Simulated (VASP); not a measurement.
Output of a VASP run:

File OUTCAR:
```
 ion  position               nearest neighbor table
   1  0.000  0.000  0.000-   2 2.38   3 2.38   3 2.38   3 2.38   3 2.38   2 2.38   2 2.38   2 2.38
  LATTYP: Found a face centered cubic cell.
 ALAT       =     5.4865860000
 Subroutine PRICEL returns:
 Original cell was already a primitive cell.
 Subroutine GETGRP returns: Found 48 space group operations
The static configuration has the point symmetry O_h .
The dynamic configuration has the point symmetry O_h .
 Subroutine INISYM returns: Found 48 space group operations
 Subroutine IBZKPT returns following result:
 Found     20 irreducible k-points:

 Following reciprocal coordinates:
            Coordinates               Weight
  0.000000  0.000000  0.000000      1.000000
  0.142857  0.000000  0.000000      8.000000
  0.285714  0.000000  0.000000      8.000000
  0.428571  0.000000  0.000000      8.000000
  0.142857  0.142857  0.000000      6.000000
  0.285714  0.142857  0.000000     24.000000
  0.428571  0.142857  0.000000     24.000000
 -0.428571  0.142857  0.000000     24.000000
 -0.285714  0.142857  0.000000     24.000000
 -0.142857  0.142857  0.000000     12.000000
  0.285714  0.285714  0.000000      6.000000
  0.428571  0.285714  0.000000     24.000000
 -0.428571  0.285714  0.000000     24.000000
 -0.285714  0.285714  0.000000     12.000000
  0.428571  0.428571  0.000000      6.000000
 -0.428571  0.428571  0.000000     12.000000
  0.428571  0.285714  0.142857     24.000000
 -0.428571  0.285714  0.142857     48.000000
 -0.428571  0.428571  0.142857     24.000000
 -0.285714  0.428571  0.142857     24.000000
   k-points           NKPTS =     20   k-points in BZ     NKDIM =     20   number of bands    NBANDS=     16
   number of dos      NEDOS =    301   number of ions     NIONS =      3
   total plane-waves  NPLWV =  21952
   dimension x,y,z NGX =    28 NGY =   28 NGZ =   28
   dimension x,y,z NGXF=    56 NGYF=   56 NGZF=   56
   ions per type =               1   2
   PREC   = accura    normal or accurate (medium, high low for compatibility)
   ISTART =      0    job   : 0-new  1-cont  2-samecut
   ICHARG =      2    charge: 1-file 2-atom 10-const
   ISPIN  =      1    spin polarized calculation?
   LNONCOLLINEAR =      F non collinear calculations
   LSORBIT =      F    spin-orbit coupling
   INIWAV =      1    electr: 0-lowe 1-rand  2-diag
   ENCUT  =  400.0 eV  29.40 Ry    5.42 a.u.   6.33  6.33  6.33*2*pi/ulx,y,z
   NELM   =    100;   NELMIN=  2; NELMDL= -5     # of ELM steps
   EDIFF  = 0.1E-05   stopping-criterion for ELM
   LREAL  =      F    real-space projection
   NLSPLINE    = F    spline interpolate recip. space projectors
   LMAXMIX     =    6 max onsite mixed and CHGCAR
   VOSKOWN=      0    Vosko Wilk Nusair interpolation
   EDIFFG = 0.1E-04   stopping-criterion for IOM
   NSW    =      0    number of steps for IOM
   NBLOCK =      1;   KBLOCK =      1    inner block; outer block
   IBRION =     -1    ionic relax: 0-MD 1-quasi-New 2-CG
   NFREE  =      0    steps in history (QN), initial steepest desc. (CG)
   ISIF   =      2    stress and relaxation
   ISYM   =      2    0-nonsym 1-usesym 2-fastsym
   TEIN   =    0.0    initial temperature
   TEBEG  =    0.0;   TEEND  =   0.0 temperature during run
   SMASS  =  -3.00    Nose mass-parameter (am)
   PSTRESS=    0.0 pullay stress
   NELECT =      24.0000    total number of electrons
   EFERMI =   0.00;   METHOD = LEGACY
   ISMEAR =    -1;   SIGMA  =   0.01  broadening in eV -4-tet -1-fermi 0-gaus
   IALGO  =     38    algorithm
   LDIAG  =      T    sub-space diagonalisation (order eigenvalues)
   IMIX   =      4    mixing-type and parameters
     AMIX     =   0.40;   BMIX     =  1.00
     AMIX_MAG =   1.60;   BMIX_MAG =  1.00
     AMIN     =   0.10
   GGA     = PE    functional components
   VOSKOWN =     0    Vosko Wilk Nusair interpolation
   LHFCALC =     F    Hartree Fock is set to
   LHFONE  =     F    Hartree Fock one center treatment
   AEXX    =    0.0000 exact exchange contribution
...
```

File OSZICAR:
```
       N       E                     dE             d eps       ncg     rms          rms(c)
DAV:   1     0.208338996830E+03    0.20834E+03   -0.97400E+03   656   0.158E+03
DAV:   2     0.263438544863E+01   -0.20570E+03   -0.19737E+03   992   0.284E+02
DAV:   3    -0.301782686760E+02   -0.32813E+02   -0.28299E+02   776   0.127E+02
DAV:   4    -0.317249575871E+02   -0.15467E+01   -0.15465E+01   968   0.306E+01
DAV:   5    -0.318027663535E+02   -0.77809E-01   -0.77803E-01  1072   0.618E+00    0.280E+01
DAV:   6    -0.300978732907E+02    0.17049E+01   -0.98156E+01   968   0.575E+01    0.299E+01
DAV:   7    -0.284244453573E+02    0.16734E+01   -0.21333E+02  1024   0.131E+02    0.198E+01
DAV:   8    -0.277984118890E+02    0.62603E+00   -0.41952E+00   760   0.212E+01    0.136E+01
DAV:   9    -0.263814780036E+02    0.14169E+01   -0.65668E+00   952   0.209E+01    0.213E+00
DAV:  10    -0.263344543575E+02    0.47024E-01   -0.25144E-01  1112   0.448E+00    0.150E+00
DAV:  11    -0.263047564248E+02    0.29698E-01   -0.48858E-02   984   0.210E+00    0.125E+00
DAV:  12    -0.262706368030E+02    0.34120E-01   -0.15392E-01   880   0.357E+00    0.600E-01
DAV:  13    -0.262738901823E+02   -0.32534E-02   -0.10228E-01  1048   0.274E+00    0.836E-01
DAV:  14    -0.262704385535E+02    0.34516E-02   -0.53578E-02   984   0.208E+00    0.201E-01
DAV:  15    -0.262704391623E+02   -0.60877E-06   -0.68182E-03   944   0.785E-01    0.120E-01
DAV:  16    -0.262702785994E+02    0.16056E-03   -0.22223E-03   888   0.470E-01    0.297E-02
DAV:  17    -0.262702715778E+02    0.70216E-05   -0.17230E-04  1008   0.127E-01    0.764E-03
DAV:  18    -0.262702740316E+02   -0.24538E-05   -0.12021E-05   936   0.283E-02    0.119E-02
DAV:  19    -0.262702725088E+02    0.15227E-05   -0.59306E-06   696   0.236E-02    0.331E-03
DAV:  20    -0.262702722049E+02    0.30394E-06   -0.79328E-07   432   0.999E-03
   1 F= -.26270272E+02 E0= -.26270272E+02  d E =-.235614E-11
```

File OUTCAR:
```
------------------------ aborting loop because EDIFF is reached ----------------------------------------
  FORCE on cell =-STRESS in cart. coord.  units (eV):
  Direction    XX          YY          ZZ          XY          YZ          ZX
  --------------------------------------------------------------------------------------
  Total       -1.7969944     -1.7969944     -1.7969944     -0.0000000      0.0000000     -0.0000000
  in kB      -69.7285647    -69.7285647    -69.7285647     -0.0000000      0.0000000     -0.0000000
  external PRESSURE =     -69.7285647 kB  Pullay stress =       0.0000000 kB
  volume of cell :       41.29
      direct lattice vectors                 reciprocal lattice vectors
     0.000000000  2.743293000  2.743293000    -0.182262704  0.182262704  0.182262704
     2.743293000  0.000000000  2.743293000     0.182262704 -0.182262704  0.182262704
     2.743293000  2.743293000  0.000000000     0.182262704  0.182262704 -0.182262704
 POSITION                                       TOTAL-FORCE (eV/Angst)
 -----------------------------------------------------------------------------------
      0.00000      0.00000      0.00000        -0.000000     -0.000000     -0.000000
      1.37165      1.37165      1.37165         0.000000      0.000000      0.000000
      4.11494      4.11494      4.11494        -0.000000     -0.000000      0.000000
 -----------------------------------------------------------------------------------
    total drift:                                0.000000      0.000000      0.000000
  FREE ENERGIE OF THE ION-ELECTRON SYSTEM (eV)
  ---------------------------------------------------
  free  energy   TOTEN  =       -26.2702722049 eV

  energy  without entropy=      -26.2702722049  energy(sigma->0) =      -26.27027220
```
(Selected blocks of OUTCAR.)

**POSCAR**
```
CeO2
1
    0.0000000000     2.7432930000     2.7432930000
    2.7432930000     0.0000000000     2.7432930000
    2.7432930000     2.7432930000     0.0000000000
Ce O
1 2
Direct
  0.0000000000   0.0000000000   0.0000000000
  0.2500000000   0.2500000000   0.2500000000
  0.7500000000   0.7500000000   0.7500000000
```

**Question.** Write an INCAR and KPOINTS that could have produced this output.

**Answer.** Several could match; the one computed here: the input of the run itself, PBE GGA, plane waves, VASP's PBE PAW potentials (set 64).

KPOINTS:
```
K-points
0
Gamma
7 7 7
0 0 0
```

INCAR:
```
! general
SYSTEM =CeO2
PREC   =Accurate
ENCUT  =400
LREAL  =.FALSE.
LASPH  =.TRUE.

! electronic loop
EDIFF  =1E-6
NELM   =100
ALGO   =Normal
LMAXMIX=6

! smearing
ISMEAR =-1
SIGMA  =0.01

! functional
GGA    =PE

! ions
ISIF   =2

! output
LWAVE  =.FALSE.
LCHARG =.FALSE.
```

POTCAR, in this order: Ce O (PBE.64 set). Program: vasp_std.

At this cut-off the stress carries a Pulay error, which pulls relaxed volumes low.

The structure comes from a computed database's CeO2 entry; how it stands against other phases isn't given here. The cell was not relaxed at this level. The run is not spin-polarised, so no magnetic state was tried.
